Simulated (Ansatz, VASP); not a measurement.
CrSb3: VASP beside Ansatz

```
Cr Sb
1.0
     4.53329    0.00000    0.00000
     0.00000    4.53329    0.00000
     0.00000    0.00000    4.53329
Cr Sb
1 3
Direct
  0.00000 0.00000 0.00000
  0.00000 0.50000 0.50000
  0.50000 0.00000 0.50000
  0.50000 0.50000 0.00000
```

Alike in both runs: task single point; functional PBE; k mesh 4 × 4 × 4; occupations gaussian, width 0.1 eV; collinear spin.

```csv
,VASP,Ansatz
version,VASP 6.6.1,Ansatz 0.2.0
potentials or method,"VASP PAW PBE potentials, release 64 (Cr_pv, Sb)","scalar-relativistic, plane waves, PAW"
plane-wave cutoff (eV),520,420
valence electrons in the cell,27,59
```

Ansatz gave:

```
gap on the k mesh at the Fermi level (eV)                     : none
pressure (GPa)                                                : 4.3
net moment per atom (μB)                                      : 0.92
size of the moment on the site where the two differ most (μB) : 3.92
```

Task: Which values does VASP return?

Result: gap on the k mesh at the Fermi level (eV): none; pressure (GPa): 4.3; net moment per atom (μB): 0.92; size of the moment on the site where the two differ most (μB): 3.73.

Site moments also hang on the region over which each program counts them. A gap of «none» marks a metal or a gap that the smearing closes. The two sets of potentials don't hold the same shells in valence.

Caveats: a cell with one magnetic atom can't hold antiferromagnetic order, which such compounds often take. Spin-orbit coupling is left out, which matters for the levels of Sb.
